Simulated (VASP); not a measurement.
# BaZn2H6 (P4/mmm) in VASP: single point with PBE

Aim: the single point of BaZn2H6 with PBE.

All numbers are computed with VASP 6.6.1; they aren't measurements. Logs are shortened: lines on timing, memory, paths and dates and some standing lists are left out, and cuts for length are marked.

## (1) The cell of the first run

It takes space group P4/mmm (No. 123, tetragonal). Conventional cell: a = 6.397 Å, b = 6.397 Å, c = 4.524 Å, α = 90.00°, β = 90.00°, γ = 90.00°. Ba (site symmetry 4/mmm) has 12 H at 3.20 Å as nearest neighbours. Around Zn (site symmetry mmm) lie 6 H at 2.26 Å. Around H (site symmetry mmm) lie 2 Zn at 2.26 Å. Around H (site symmetry m2m) lie 2 Zn at 2.26 Å.

The cell was built by a generator and needn't be a form met in nature.

## (2) Single point, PBE (ordered vacancies on the A sites of perovskite (P4/mmm, No. 123))

The input, INCAR:

```
SYSTEM = BaZn2H6
ALGO     = Fast           ! electronic algorithm
EDIFF    = 1E-7           ! SCF threshold, eV
ENCUT    = 520            ! plane-wave cutoff, eV
GGA      = PE             ! functional
ISIF     = 2              ! what is computed and relaxed
ISMEAR   = 0              ! smearing method
LASPH    = .True.         ! aspherical terms in the spheres
LCHARG   = .True.         ! write CHGCAR
LELF     = .True.         ! ELF
LREAL    = .False.        ! projectors in reciprocal space
LVHAR    = .True.       
LWAVE    = .False.        ! write WAVECAR
NBANDS   = 30             ! bands
NELM     = 100            ! most SCF steps
PREC     = Accurate       ! precision mode
SIGMA    = 0.1            ! smearing width, eV
```

The input, KPOINTS:

```
k-points
0
Gamma
  4 4 4
  0 0 0
```

The input, POSCAR:

```
BaZn2H6
1.0
    6.3972964900      0.0000000000      0.0000000000
    0.0000000000      6.3972964900      0.0000000000
    0.0000000000      0.0000000000      4.5235717300
Ba Zn H
1 2 6
Direct
    0.5000000000      0.5000000000      0.5000000000
    0.0000000000      0.5000000000      0.0000000000
    0.5000000000      0.0000000000      0.0000000000
    0.0000000000      0.5000000000      0.5000000000
    0.5000000000      0.0000000000      0.5000000000
    0.2500000000      0.7500000000      0.0000000000
    0.7500000000      0.2500000000      0.0000000000
    0.2500000000      0.2500000000      0.0000000000
    0.7500000000      0.7500000000      0.0000000000
```

Potentials or basis: VASP PAW PBE potentials, release 64 (Ba_sv, Zn, H).

Launch:

```console
$ cat potpaw_PBE.64/Ba_sv/POTCAR potpaw_PBE.64/Zn/POTCAR potpaw_PBE.64/H/POTCAR > POTCAR
$ mpirun -np 1 vasp_std > vasp.out
```

OUTCAR:

```text
SYSTEM = BaZn2H6
   EDIFF = 1E-7
   ENCUT = 520
   GGA = PE
   ISIF = 2
   ISMEAR = 0
   LASPH = .True.
   LREAL = .False.
   NELM = 100
   PREC = Accurate

 ion  position               nearest neighbor table
   1  0.500  0.500  0.500-
   2  0.000  0.500  0.000-
   3  0.500  0.000  0.000-
   4  0.000  0.500  0.500-
   5  0.500  0.000  0.500-
   6  0.250  0.750  0.000-
   7  0.750  0.250  0.000-
   8  0.250  0.250  0.000-
   9  0.750  0.750  0.000-

  LATTYP: Found a simple tetragonal cell.
 ALAT       =     6.3972964900
 C/A-ratio  =     0.7071067813

  Lattice vectors:

 A1 = (   6.3972964900,   0.0000000000,   0.0000000000)
 A2 = (   0.0000000000,   6.3972964900,   0.0000000000)
 A3 = (   0.0000000000,   0.0000000000,   4.5235717300)

Analysis of symmetry for initial positions (statically):
=====================================================================
 Subroutine PRICEL returns:
 Original cell was already a primitive cell.

 Routine SETGRP: Setting up the symmetry group for a
 simple tetragonal supercell.

 Subroutine GETGRP returns: Found 16 space group operations
 (whereof 16 operations were pure point group operations)
 out of a pool of 16 trial point group operations.

The static configuration has the point symmetry D_4h.

Analysis of symmetry for dynamics (positions and initial velocities):
=====================================================================
 Subroutine PRICEL returns:
 Original cell was already a primitive cell.

 Routine SETGRP: Setting up the symmetry group for a
 simple tetragonal supercell.

 Subroutine GETGRP returns: Found 16 space group operations
 (whereof 16 operations were pure point group operations)
 out of a pool of 16 trial point group operations.

The dynamic configuration has the point symmetry D_4h.

 Subroutine INISYM returns: Found 16 space group operations
 (whereof 16 operations are pure point group operations),
 and found     1 'primitive' translations

----------------------------------------------------------------------------------------

                                     Primitive cell

  volume of cell :     185.1290

  direct lattice vectors                    reciprocal lattice vectors
     6.397296490  0.000000000  0.000000000     0.156316032  0.000000000  0.000000000
     0.000000000  6.397296490  0.000000000     0.000000000  0.156316032  0.000000000
[... 99 lines left out ...]
   ISYM   =      2    0-nonsym 1-usesym 2-fastsym
   POTIM  = 0.5000    time-step for ionic-motion
   TEBEG  =    0.0;   TEEND  =   0.0 temperature during run
   PSTRESS=    0.0 pullay stress
   NELECT =      40.0000    total number of electrons
   NUPDOWN=      -1.0000    fix difference up-down
   EMIN   =  10.00;   EMAX   =-10.00  energy-range for DOS
   EFERMI =   0.00;   METHOD = LEGACY
   ISMEAR =     0;   SIGMA  =   0.10  broadening in eV -4-tet -1-fermi 0-gaus
   EFERMI_NEDOS =   21; number of points for ismear=-14 and -15
   IALGO  =     68    algorithm
   IMIX   =      4    mixing-type and parameters
     AMIX     =   0.40;   BMIX     =  1.00
     AMIX_MAG =   1.60;   BMIX_MAG =  1.00
  volume/ion in A,a.u.               =      20.57       138.81
  Fermi-wavevector in a.u.,A,eV,Ry     =   0.982359  1.856388 13.130007  0.965028
  Thomas-Fermi vector in A             =   2.113435
   LORBIT       =      0    0 simple, 1 ext, 2 COOP (PROOUT), +10 PAW based schemes
   GGA     = PE    functional components
   LHFCALC =     F    Hartree Fock is set to
   AEXX    =    0.0000 exact exchange contribution
   IVDW    =     0    specifies the selected vdW correction
   LEPSILON=     F    determine dielectric tensor
   LRPA    =     F    only Hartree local field effects (RPA)
 non-spin polarized calculation
 RMM-DIIS sequential band-by-band and
 Gauss-broadening in eV      SIGMA  =   0.10
  energy-cutoff  :      520.00
  volume of cell :      185.13
 maximum number of plane-waves:      5024
 NGX is ok and might be reduce to    48
   NGX = 23   NGY = 23   NGZ = 17

 number of electron      40.0000055 magnetization

 Free energy of the ion-electron system (eV)
  ---------------------------------------------------
  ext. energy  EPLUGINS =         0.00000000
  ---------------------------------------------------
  free energy    TOTEN  =       -21.64892089 eV

  energy without entropy =      -21.64297282  energy(sigma->0) =      -21.64594686

 E-fermi :  -1.7743     XC(G=0):  -6.9899

 val. band max:       -1.7813050634   @ k =   0.0000   0.0000   0.2500
 cond. band min:      -1.6228243903   @ k =   0.5000   0.5000   0.0000
 fundamental gap:      0.1584806732
 Fermi energy:        -1.7743024956

 k-point     1 :       0.0000    0.0000    0.0000
  band No.  band energies     occupation
      1     -29.5825      2.00000
      2     -14.6865      2.00000
      3     -14.6865      2.00000
      4     -14.6137      2.00000
      5      -8.0017      2.00000
      6      -7.9959      2.00000
[... 583 lines left out ...]
     29       3.9695      0.00000
     30       4.4485      0.00000

------------------------ aborting loop because EDIFF is reached ----------------------------------------

  FORCE on cell =-STRESS in cart. coord.  units (eV):
  Direction    XX          YY          ZZ          XY          YZ          ZX
  --------------------------------------------------------------------------------------
  -------------------------------------------------------------------------------------
  Total      -11.2835233    -11.2835233    -10.4436842      0.0000000     -0.0000000      0.0000000
  in kB      -97.6519392    -97.6519392    -90.3836500      0.0000000     -0.0000000      0.0000000
  external PRESSURE =     -95.2291762 kB  Pullay stress =       0.0000000 kB

 VOLUME and BASIS-vectors are now :
 -----------------------------------------------------------------------------
  energy-cutoff  :      520.00
  volume of cell :      185.13
      direct lattice vectors                 reciprocal lattice vectors
     6.397296490  0.000000000  0.000000000     0.156316032  0.000000000  0.000000000
     0.000000000  6.397296490  0.000000000     0.000000000  0.156316032  0.000000000
     0.000000000  0.000000000  4.523571730     0.000000000  0.000000000  0.221064252

 POSITION                                       TOTAL-FORCE (eV/Angst)
 -----------------------------------------------------------------------------------
      3.19865      3.19865      2.26179        -0.000000     -0.000000      0.000000
      0.00000      3.19865      0.00000        -0.000000     -0.000000      0.000000
      3.19865      0.00000      0.00000        -0.000000     -0.000000      0.000000
      0.00000      3.19865      2.26179        -0.000000     -0.000000      0.000000
      3.19865      0.00000      2.26179        -0.000000     -0.000000      0.000000
      1.59932      4.79797      0.00000         0.317059     -0.317059     -0.000000
      4.79797      1.59932      0.00000        -0.317059      0.317059     -0.000000
      1.59932      1.59932      0.00000         0.317059      0.317059      0.000000
      4.79797      4.79797      0.00000        -0.317059     -0.317059      0.000000
 -----------------------------------------------------------------------------------
    total drift:                                0.000000      0.000000      0.000000

  FREE ENERGIE OF THE ION-ELECTRON SYSTEM (eV)
  ---------------------------------------------------
  free  energy   TOTEN  =       -21.6489208918 eV

  energy  without entropy=      -21.6429728225  energy(sigma->0) =      -21.64594686
```

stdout:

```text
POSCAR found type information on POSCAR BaZnH
 POSCAR found :  3 types and       9 ions
 scaLAPACK will be used
 LDA part: xc-table for (Slater+PW92), standard interpolation
 POSCAR, INCAR and KPOINTS ok, starting setup
 FFT: planning ... GRIDC
 FFT: planning ... GRID_SOFT
 FFT: planning ... GRID
 WAVECAR not read
 entering main loop
 num prob  num prob  num prob  num prob  num prob  num prob  num prob RMM:  18    -0.216489206606E+02   -0.31212E-06   -0.23667E-06  1386   0.358E-03    0.150E-04
 num prob  num prob  num prob  num prob  num prob  num prob  num prob  num prob RMM:  19    -0.216489208100E+02   -0.14937E-06   -0.11068E-06  1122   0.240E-03    0.218E-04
 num prob  num prob  num prob  num prob  num prob  num prob  num prob  num prob  num prob  num prob  num prob RMM:  20    -0.216489208918E+02   -0.81811E-07   -0.52646E-07   952   0.174E-03
```

Wall time 2.4 min (1 thread of Intel Xeon Platinum 8259CL at 2.50GHz (Skylake/Cascade Lake), shared host); peak memory 0.33 GiB.

What came out:

```yaml
Free_energy: -21.6489 eV
Pressure: -9.5 GPa
Largest_force: 0.448 eV/Å
Band_gap_on_the_k_mesh: none (metal or under the smearing width)
```

Forces in eV/Å, atoms in the order of the input:
```
Ba   0.000  0.000  0.000
Zn   0.000  0.000  0.000
Zn   0.000  0.000  0.000
H    0.000  0.000  0.000
H    0.000  0.000  0.000
H    0.317 -0.317  0.000
H   -0.317  0.317  0.000
H    0.317  0.317  0.000
H   -0.317 -0.317  0.000
```

Levels at points of the mesh, in eV from the Fermi level:
```
           k point  band 18  band 19  band 20  band 21  band 22  band 23
(0.00, 0.00, 0.00)    -1.94    -0.31    -0.16     2.76     2.93     4.15
(0.50, 0.00, 0.00)    -1.22    -1.18    -0.55     2.56     3.06     3.10
(0.50, 0.50, 0.00)    -2.16     0.15     0.15     2.55     3.01     3.29
(0.00, 0.00, 0.50)    -2.15    -2.11    -1.19     0.17     3.61     3.61
(0.50, 0.00, 0.50)    -1.97    -1.58    -0.91     1.15     1.49     3.60
(0.50, 0.50, 0.50)    -1.95    -1.95    -1.82     2.72     2.72     3.20
```

Spin-orbit coupling is left out, which matters for the levels of Ba.
